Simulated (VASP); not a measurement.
Given:

```xyz
1
Lattice="-1.6575 1.6575 2.5245 1.6575 -1.6575 2.5245 1.6575 1.6575 -2.5245" Properties=species:S:1:pos:R:3 pbc="T T T"
In     0.0000     0.0000     0.0000
```

These are PBE GGA, VASP's PBE PAW potentials (set 64) (plane waves; VASP) values and carry that method's errors. Settings: 800 eV cut-off, 14×14×14 Γ-centred mesh, first-order Methfessel-Paxton smearing of 0.10 eV, potentials In_d.

Unless said otherwise, spin-orbit coupling is left out, though it shifts the bands of the heavy elements here.

Question: Predict the energy per atom (σ→0), band gap (on the k-mesh) with the smallest direct gap where there is one.

Answer: 
```yaml
band gap (on the k-mesh): none (metal, semimetal or under 0.01 eV)
energy per atom (σ→0): -2.561 eV/atom
```

The absolute energy has meaning only against runs of the same code, potentials and settings.

The compound is In in the bct structure. The cell was not relaxed at this level. The run is one of a series of settings (ENCUT = 800 against the base run), some of them coarse on purpose.
